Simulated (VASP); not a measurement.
```
CELL_PARAMETERS angstrom
      1.60724    -2.81194     0.00000
      1.60724     2.81194     0.00000
      0.00000     0.00000     5.20979
ATOMIC_POSITIONS crystal
  Zn 0.66570 0.33430 0.50146
  Zn 0.33430 0.66570 0.00146
  O  0.66571 0.33429 0.88054
  O  0.33429 0.66571 0.38054
```

Calculation: r2SCAN meta-GGA, VASP's PBE PAW potentials (set 64) (plane waves; VASP). Settings: 600 eV cut-off, 8×8×4 Γ-centred mesh, Gaussian smearing of 0.050 eV, potentials Zn O.

Problem. Give the stress tensor in GPa (positive for a compressed cell).

Solution. 
```
1.52  0.00  0.00
0.00  0.88  0.00
0.00  0.00  1.26
```
The pressure is its mean diagonal, 1.22 GPa.

The compound is ZnO in the wurtzite structure. This cell was strained or had an atom moved on purpose. Symmetry was kept, so distortions that lower it aren't found.
